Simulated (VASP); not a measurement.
Here is the system:

```yaml
crystal:
  lattice:
    - [3.15000, 0.00000, 0.00000]
    - [0.00000, 3.15000, 0.00000]
    - [0.00000, 0.00000, 3.15000]
  atoms:
    - { symbol: Zn, position: [0.50000, 0.50000, 0.50000] }
    - { symbol: Au, position: [0.00000, 0.00000, 0.00000] }
```

Method: r2SCAN meta-GGA, VASP's PBE PAW potentials (set 64) (plane waves; VASP). Settings: 520 eV cut-off, 10×10×10 Γ-centred mesh, first-order Methfessel-Paxton smearing of 0.10 eV, potentials Zn Au.

Unless said otherwise, spin-orbit coupling is left out, though it shifts the bands of the heavy elements here.

Q: Predict the energy per atom (σ→0), band gap (on the k-mesh) with the smallest direct gap where there is one.

A: 
```
Item                                                        Result
------------------------  ----------------------------------------
band gap (on the k-mesh)  none (metal, semimetal or under 0.01 eV)
energy per atom (σ→0)                              -29.969 eV/atom
```

Total energies compare only between runs with the same potentials, cut-off and functional.

The compound is AuZn in the CsCl type structure. The cell was not relaxed at this level. The electron count is odd and the run is not spin-polarised, which forces a metal.
